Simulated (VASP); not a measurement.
An input for Quantum ESPRESSO's pw.x (written as the equivalent of a VASP run, and not itself run):

```
&CONTROL
  calculation = 'scf'
  pseudo_dir = './pseudo'
  outdir = './out'
  tprnfor = .true.
  tstress = .true.
/
&SYSTEM
  ibrav = 0
  nat = 4
  ntyp = 2
  ecutwfc = 74
  occupations = 'smearing'
  smearing = 'fermi-dirac'
  degauss = 0.00735
  input_dft = 'pz'
/
&ELECTRONS
  conv_thr = 7.3e-08
  electron_maxstep = 100
/
ATOMIC_SPECIES
  Ta 180.948 Ta.upf
  Os 190.230 Os.upf
CELL_PARAMETERS angstrom
     3.9149700    0.0000000    0.0000000
     0.0000000    3.9149700    0.0000000
     0.0000000    0.0000000    3.9149700
ATOMIC_POSITIONS crystal
  Ta   0.0000000  0.0000000  0.0000000
  Os   0.0000000  0.5000000  0.5000000
  Os   0.5000000  0.0000000  0.5000000
  Os   0.5000000  0.5000000  0.0000000
K_POINTS automatic
  7 7 7 0 0 0
```

**Question.** Translate this input to VASP (INCAR, KPOINTS, POSCAR, choice of POTCAR).

**Answer.** This is not unique; one that fits is 
**POSCAR**
```
TaOs3
1
    3.9149700000     0.0000000000     0.0000000000
    0.0000000000     3.9149700000     0.0000000000
    0.0000000000     0.0000000000     3.9149700000
Ta Os
1 3
Direct
  0.0000000000   0.0000000000   0.0000000000
  0.0000000000   0.5000000000   0.5000000000
  0.5000000000   0.0000000000   0.5000000000
  0.5000000000   0.5000000000   0.0000000000
```

INCAR:
```
ALGO = Normal
EDIFF = 1E-6
ENCUT = 300
ISIF = 2
ISMEAR = -1
LASPH = .TRUE.
LCHARG = .FALSE.
LMAXMIX = 6
LREAL = .FALSE.
LWAVE = .FALSE.
NELM = 100
PREC = Accurate
SIGMA = 0.1
SYSTEM = TaOs3
```

**KPOINTS**
```
Automatic
0
Gamma
 7 7 7
0 0 0
```

POTCAR, in this order: Ta_pv Os (LDA.64 set). Program: vasp_std.

What does not carry over: the potentials are each code's own (VASP's PAW set, PseudoDojo norm-conserving files in pw.x), so ENCUT and ecutwfc are chosen apart and not converted; conv_thr bounds pw.x's estimated SCF error, while EDIFF bounds the energy change between steps.

The structure comes from a computed database's TaOs3 entry (Pm-3m); how it stands against other phases isn't given here. The cell was not relaxed at this level. The run is one of a series of settings (GGA removed, POTCAR Ta_pv Os (LDA.64 set) against the base run), some of them coarse on purpose.
